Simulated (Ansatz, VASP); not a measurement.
## GaN in two plane-wave programs

Wanted: the spread between two codes on one cell, functional and k mesh. The cell is taken from a series of runs on this material, whose earlier steps may have relaxed, scaled, displaced or heated it; both programs get it as it stands.

Calculated with Ansatz 0.2.0; plane waves, with VASP 6.6.1 beside it; zone-centre phonons at LDA.

## Step 1: The starting structure

The structure is hexagonal, space group P6_3mc (No. 186). Conventional cell: a = 3.152 Å, b = 3.152 Å, c = 5.138 Å, α = 90.00°, β = 90.00°, γ = 120.00°. Nearest to Ga lie 4 N at 1.93 Å. Nearest to N lie 4 Ga at 1.93 Å. Farther neighbours and most contacts between anions are not listed.

## Step 2: VASP: zone-centre phonons, LDA

Second derivatives magnify differences that forces hide, and they need a tight electronic threshold.

Lines of VASP's logs that name or quote its potential files are left out, and so is its time.

INCAR

```
SYSTEM = GaN
PREC = Accurate
ENCUT = 600
EDIFF = 1E-08
NELM = 120
ISMEAR = 0
SIGMA = 0.01
LREAL = .FALSE.
ALGO = Normal
GGA = CA
NBANDS = 24
LORBIT = 11
LWAVE = .FALSE.
LCHARG = .FALSE.
ISIF = 2
IBRION = 8
LEPSILON = .TRUE.
LASPH = .TRUE.
GGA_COMPAT = .FALSE.
EFERMI = MIDGAP
KPAR = 2
```

POSCAR

```
GaN
1.0
    3.1517989541      0.0000000000      0.0000000000
   -1.5758994770      2.7295379619      0.0000000000
    0.0000000000      0.0000000000      5.1383921661
Ga N
2 2
Direct
    0.3333333333      0.6666666667      0.9992950147
    0.6666666667      0.3333333333      0.4992950147
    0.3333333333      0.6666666667      0.3757049853
    0.6666666667      0.3333333333      0.8757049853
```

KPOINTS

```
Automatic mesh
0
Gamma
9 9 6
0 0 0
```

The projector-augmented-wave data sets are Ga_d and N (LDA family, release 64).

Command:

```
> mpirun -np 2 vasp_std
```

Numbers of over 12 decimals in the logs are rounded to 6 here.

What it wrote:

```text
[banner, memory and clock lines left out]
running    2 mpi-ranks, on    1 nodes
 distrk:  each k-point on    1 cores,    2 groups
 distr:  one band on    1 cores,    1 groups

 POSCAR found type information on POSCAR GaN
 POSCAR found :  2 types and       4 ions
 LDA part: xc-table for (Slater(with rela. corr.)+CA(PZ))
 , standard interpolation
 POSCAR, INCAR and KPOINTS ok, starting setup
 FFT: planning ... GRIDC
 FFT: planning ... GRID_SOFT
 FFT: planning ... GRID
 WAVECAR not read
 entering main loop
       N       E                     dE             d eps       ncg     rms          rms(c)
DAV:   1     0.289229249245E+03    0.28923E+03   -0.19644E+04  2416   0.306E+03
DAV:   2     0.360422203581E+01   -0.28563E+03   -0.27308E+03  2576   0.550E+02
DAV:   3    -0.311121864576E+02   -0.34716E+02   -0.34406E+02  2824   0.151E+02
DAV:   4    -0.320610624996E+02   -0.94888E+00   -0.94770E+00  2744   0.279E+01
DAV:   5    -0.320806184665E+02   -0.19556E-01   -0.19549E-01  2824   0.364E+00    0.108E+01
DAV:   6    -0.279327543494E+02    0.41479E+01   -0.12787E+01  3984   0.553E+01    0.311E+00
DAV:   7    -0.279710971930E+02   -0.38343E-01   -0.13995E+00  2480   0.906E+00    0.258E+00
DAV:   8    -0.279323198590E+02    0.38777E-01   -0.27651E-01  3912   0.628E+00    0.108E+00
DAV:   9    -0.279098170691E+02    0.22503E-01   -0.84518E-02  3888   0.470E+00    0.313E-01
DAV:  10    -0.279105790987E+02   -0.76203E-03   -0.53622E-03  2536   0.593E-01    0.117E-01
DAV:  11    -0.279103416967E+02    0.23740E-03   -0.12639E-03  3648   0.649E-01    0.383E-02
DAV:  12    -0.279103546992E+02   -0.13002E-04   -0.13182E-04  2424   0.768E-02    0.463E-02
DAV:  13    -0.279103789389E+02   -0.24240E-04   -0.23568E-05  3848   0.435E-02    0.777E-02
DAV:  14    -0.279104322766E+02   -0.53338E-04   -0.48156E-05  3688   0.558E-02    0.125E-01
DAV:  15    -0.279104870212E+02   -0.54745E-04   -0.27256E-05  4056   0.549E-02    0.156E-01
DAV:  16    -0.279104909836E+02   -0.39624E-05   -0.27667E-06  2384   0.109E-02    0.160E-01
DAV:  17    -0.279104181929E+02    0.72791E-04   -0.41548E-05  3904   0.797E-02    0.126E-01
DAV:  18    -0.279103555295E+02    0.62663E-04   -0.96925E-05  3960   0.106E-01    0.678E-02
DAV:  19    -0.279103442011E+02    0.11328E-04   -0.35031E-05  3680   0.489E-02    0.346E-02
DAV:  20    -0.279103423934E+02    0.18077E-05   -0.40439E-06  3304   0.149E-02    0.222E-02
DAV:  21    -0.279103420203E+02    0.37312E-06   -0.10126E-06  3480   0.724E-03    0.147E-02
DAV:  22    -0.279103419219E+02    0.98431E-07   -0.23671E-07  2936   0.350E-03    0.779E-03
DAV:  23    -0.279103419101E+02    0.11705E-07   -0.38484E-08  2216   0.230E-03    0.293E-03
DAV:  24    -0.279103419091E+02    0.10969E-08   -0.21498E-09  1184   0.109E-03
   1 F= -.27910342E+02 E0= -.27910342E+02  d E =0.000000E+00
 Linear response reoptimize wavefunctions to high precision
DAV:   1    -0.279103419090E+02    0.78217E-10   -0.16673E-09  1288   0.527E-04
DAV:   2    -0.279103419091E+02   -0.14643E-09   -0.77077E-10  1168   0.296E-04
DAV:   3    -0.279103419091E+02    0.25466E-10   -0.11891E-10  1176   0.107E-04
 Linear response G [H, r] |phi>, progress :
  Direction:   1
       N       E                     dE             d eps       ncg     rms
RMM:   1    -0.904796785962E+02   -0.90480E+02    0.99644E+01  2796   0.350E+02
 LRF_COMMUTATOR internal error: the vector H(1)-e(1) S(1) |phi(0)> is not orthog
 onal to |phi(0)> (-1.012776538966489E-004,7.951972413877684E-015)
 LRF_COMMUTATOR internal error: the vector H(1)-e(1) S(1) |phi(0)> is not orthog
 onal to |phi(0)> (1.012776542446050E-004,-2.201364091014568E-015)
 LRF_COMMUTATOR internal error: the vector H(1)-e(1) S(1) |phi(0)> is not orthog
 onal to |phi(0)> (-1.035978004346252E-004,6.723788192886104E-015)
 LRF_COMMUTATOR internal error: the vector H(1)-e(1) S(1) |phi(0)> is not orthog
 onal to |phi(0)> (1.035978003420535E-004,5.759281940243000E-016)
RMM:   2    -0.854608759118E+02    0.50188E+01   -0.25148E+02  4139   0.856E+01
 LRF_COMMUTATOR internal error: the vector H(1)-e(1) S(1) |phi(0)> is not orthog
 onal to |phi(0)> (-1.012776538943660E-004,1.075528555105620E-014)
 LRF_COMMUTATOR internal error: the vector H(1)-e(1) S(1) |phi(0)> is not orthog
 onal to |phi(0)> (1.012776542434635E-004,6.175615574477433E-016)
 LRF_COMMUTATOR internal error: the vector H(1)-e(1) S(1) |phi(0)> is not orthog
 onal to |phi(0)> (-1.035978004278182E-004,8.107230164977608E-015)
 LRF_COMMUTATOR internal error: the vector H(1)-e(1) S(1) |phi(0)> is not orthog
 onal to |phi(0)> (1.035978003447180E-004,1.089753287608630E-014)
RMM:   3    -0.890410762600E+02   -0.35802E+01   -0.21353E+01  4682   0.283E+01
RMM:   4    -0.891883459323E+02   -0.14727E+00   -0.16599E+00  4789   0.666E+00
RMM:   5    -0.892021310425E+02   -0.13785E-01   -0.11855E-01  4829   0.184E+00
RMM:   6    -0.892056279981E+02   -0.34970E-02   -0.15963E-02  4850   0.638E-01
RMM:   7    -0.892063301712E+02   -0.70217E-03   -0.26292E-03  4894   0.225E-01
[...]
RMM:   9    -0.593535468545E+00   -0.39182E-05   -0.49136E-07 13801   0.218E-03    0.202E-04
RMM:  10    -0.593529047595E+00    0.64210E-05    0.18281E-07 13792   0.738E-04    0.346E-05
RMM:  11    -0.593529955512E+00   -0.90792E-06    0.12082E-07 12406   0.249E-04    0.114E-05
[...]
Linear response progress:
  Degree of freedom:   1/  4
       N       E                     dE             d eps       ncg     rms          rms(c)
RMM:   1    -0.164581204296E+00   -0.16458E+00    0.27477E-01 15723   0.829E+00
RMM:   2    -0.161626123882E+00    0.29551E-02   -0.44554E-02 22256   0.162E+00    0.573E-02
RMM:   3    -0.162084169275E+00   -0.45805E-03   -0.40737E-03 23207   0.400E-01    0.348E-02
RMM:   4    -0.161675881317E+00    0.40829E-03   -0.41049E-04 24095   0.126E-01    0.475E-03
RMM:   5    -0.161650576827E+00    0.25304E-04   -0.94907E-05 24711   0.406E-02    0.229E-03
RMM:   6    -0.161640490635E+00    0.10086E-04   -0.77932E-05 24831   0.155E-02    0.531E-04
RMM:   7    -0.161635750576E+00    0.47401E-05   -0.29435E-05 25321   0.642E-03    0.291E-04
RMM:   8    -0.161633396700E+00    0.23539E-05   -0.12865E-05 25049   0.286E-03    0.283E-05
RMM:   9    -0.161632789379E+00    0.60732E-06   -0.67063E-06 25455   0.138E-03    0.201E-05
RMM:  10    -0.161631985406E+00    0.80397E-06    0.40437E-07 25140   0.712E-04    0.740E-06
RMM:  11    -0.161631975682E+00    0.97236E-08    0.74829E-08 25539   0.393E-04    0.333E-06
 first order change of Fermi-energy   0.34650E+00
 force on displaced ion       1 direction 1 : -14.171   0.000   0.000
 Born effective charge ion    1 direction 1 :   2.578  -0.000  -0.000
 Linear response progress:
  Degree of freedom:   2/  4
       N       E                     dE             d eps       ncg     rms          rms(c)
RMM:   1    -0.180033087645E+00   -0.18003E+00    0.29777E-01  3995   0.846E+00
RMM:   2    -0.177051763095E+00    0.29813E-02   -0.68010E-02  5472   0.162E+00    0.919E-02
RMM:   3    -0.174793957870E+00    0.22578E-02   -0.31833E-03  5864   0.421E-01    0.434E-02
RMM:   4    -0.174376779411E+00    0.41718E-03    0.44182E-04  5973   0.132E-01    0.219E-02
RMM:   5    -0.174218580795E+00    0.15820E-03    0.35785E-04  6013   0.596E-02    0.466E-03
RMM:   6    -0.174250192443E+00   -0.31612E-04    0.12935E-04  5866   0.202E-02    0.264E-03
RMM:   7    -0.174266790776E+00   -0.16598E-04    0.37962E-05  6201   0.740E-03    0.679E-04
RMM:   8    -0.174271897663E+00   -0.51069E-05    0.79851E-06  5816   0.311E-03    0.122E-04
RMM:   9    -0.174272341361E+00   -0.44370E-06    0.56295E-06  6442   0.132E-03    0.569E-05
RMM:  10    -0.174271735683E+00    0.60568E-06    0.10475E-05  5962   0.529E-04    0.178E-05
RMM:  11    -0.174272034827E+00   -0.29914E-06    0.69203E-06  6327   0.270E-04    0.678E-06
RMM:  12    -0.174272439252E+00   -0.40442E-06    0.26493E-06  5839   0.147E-04    0.306E-06
RMM:  13    -0.174272202770E+00    0.23648E-06    0.47448E-06  6355   0.842E-05    0.137E-06
RMM:  14    -0.174272507916E+00   -0.30515E-06    0.17804E-06  6183   0.498E-05    0.867E-07
RMM:  15    -0.174272434755E+00    0.73161E-07    0.24363E-06  5745   0.319E-05    0.529E-07
RMM:  16    -0.174272553057E+00   -0.11830E-06    0.12175E-06  5391   0.212E-05    0.340E-07
RMM:  17    -0.174272555313E+00   -0.22553E-08    0.11989E-06  4054   0.142E-05    0.283E-07
RMM:  18    -0.174272565601E+00   -0.10288E-07    0.11013E-06  3544   0.102E-05    0.703E-07
RMM:  19    -0.174272571916E+00   -0.63157E-08    0.10381E-06  3878   0.782E-06    0.564E-07
RMM:  20    -0.174272635407E+00   -0.63490E-07    0.40819E-07  2576   0.575E-06    0.719E-07
RMM:  21    -0.174272633596E+00    0.18110E-08    0.42613E-07  3039   0.467E-06    0.668E-07
 first order change of Fermi-energy   0.20001E+00
 force on displaced ion       1 direction 3 :  -0.000   0.000 -21.161
 Born effective charge ion    1 direction 3 :  -0.000   0.000   2.714
 Linear response progress:
  Degree of freedom:   3/  4
       N       E                     dE             d eps       ncg     rms          rms(c)
RMM:   1    -0.238122218039E+00   -0.23812E+00    0.84198E-02 28173   0.346E+00
RMM:   2    -0.227817769936E+00    0.10304E-01   -0.15068E-02 19839   0.106E+00    0.141E-01
RMM:   3    -0.229038974095E+00   -0.12212E-02   -0.18459E-03 22903   0.308E-01    0.708E-02
RMM:   4    -0.230330988220E+00   -0.12920E-02   -0.51610E-04 22428   0.139E-01    0.162E-02
RMM:   5    -0.230324058870E+00    0.69294E-05   -0.20555E-05 22932   0.316E-02    0.473E-03
RMM:   6    -0.230304339411E+00    0.19719E-04   -0.16031E-06 23314   0.954E-03    0.111E-03
RMM:   7    -0.230301666123E+00    0.26733E-05   -0.10496E-07 23360   0.228E-03    0.482E-04
RMM:   8    -0.230302001053E+00   -0.33493E-06    0.52477E-08 23086   0.728E-04    0.649E-05
RMM:   9    -0.230301684542E+00    0.31651E-06    0.11930E-07 24017   0.221E-04    0.245E-05
RMM:  10    -0.230301716990E+00   -0.32448E-07   -0.39574E-08 24304   0.731E-05    0.301E-06
RMM:  11    -0.230301746080E+00   -0.29090E-07    0.10592E-08 24162   0.258E-05    0.135E-06
RMM:  12    -0.230301751656E+00   -0.55759E-08   -0.24931E-09 22909   0.106E-05    0.366E-07
 first order change of Fermi-energy   0.20136E+00
 force on displaced ion       3 direction 1 : -14.394   0.000  -0.000
 Born effective charge ion    3 direction 1 :  -2.583  -0.000  -0.000
 Linear response progress:
  Degree of freedom:   4/  4
       N       E                     dE             d eps       ncg     rms          rms(c)
RMM:   1    -0.250869496614E+00   -0.25087E+00    0.14067E-01  7638   0.345E+00
RMM:   2    -0.243351387522E+00    0.75181E-02   -0.17577E-02  5004   0.116E+00    0.143E-01
RMM:   3    -0.243890105502E+00   -0.53872E-03   -0.30545E-03  5296   0.416E-01    0.670E-02
RMM:   4    -0.244772669110E+00   -0.88256E-03   -0.53718E-04  5721   0.173E-01    0.187E-02
RMM:   5    -0.244910129033E+00   -0.13746E-03   -0.22637E-05  5671   0.459E-02    0.793E-03
RMM:   6    -0.244962355300E+00   -0.52226E-04    0.60830E-06  5821   0.160E-02    0.185E-03
RMM:   7    -0.244963978064E+00   -0.16228E-05    0.62621E-07  5389   0.640E-03    0.728E-04
RMM:   8    -0.244959751584E+00    0.42265E-05    0.76338E-08  5763   0.218E-03    0.240E-04
RMM:   9    -0.244959791635E+00   -0.40051E-07   -0.30472E-07  5713   0.742E-04    0.694E-05
RMM:  10    -0.244959661529E+00    0.13011E-06    0.26599E-07  5985   0.232E-04    0.114E-05
RMM:  11    -0.244959760965E+00   -0.99436E-07    0.72210E-09  6052   0.742E-05    0.379E-06
RMM:  12    -0.244959767900E+00   -0.69348E-08    0.42098E-08  5861   0.299E-05    0.167E-06
 first order change of Fermi-energy  -0.20016E+00
 force on displaced ion       3 direction 3 :   0.000   0.000 -18.992
 Born effective charge ion    3 direction 3 :   0.000  -0.000  -2.715
 Born effective charges drift removed
 Linear response finished
```

(Part 1 of 3 ends here.)

[Lines on the potential files, build, host, timing and source positions are cut from VASP's logs without a mark.]

[Logs are printed without paths, hosts, clocks, repeated set-up lines and the standing remarks that a program may print on its own settings, such as how far it seeks lower states.]

[Hosts, paths, dates, database ids (printed as entryN), source tags and the programs' standing remarks are cut or masked in the printed files.]
